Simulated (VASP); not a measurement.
```xyz
2
Lattice="0.0000 2.7967 2.7669 2.6550 0.0000 2.7669 2.6550 2.7967 0.0000" Properties=species:S:1:pos:R:3 pbc="T T T"
Mg     0.0000     0.0000     0.0000
Se     2.6889     2.7967     2.7669
```

These are RPBE GGA, VASP's PBE PAW potentials (set 64) (plane waves; VASP) values and carry that method's errors. Settings: 400 eV cut-off, 8×8×8 Γ-centred mesh, Gaussian smearing of 0.050 eV, potentials Mg Se.

Q: Predict the energy per atom (σ→0), pressure, largest force.

A: 
- energy per atom (σ→0) = -3.461 eV/atom
- pressure = 3.04 GPa
- largest force = 0.00288 Ha/bohr

Total energies compare only between runs with the same potentials, cut-off and functional.

The compound is MgSe in the rock salt structure. The cell was not relaxed at this level, atoms are displaced from their ideal sites. The run is one of a series of settings (GGA = RP against the base run), some of them coarse on purpose.
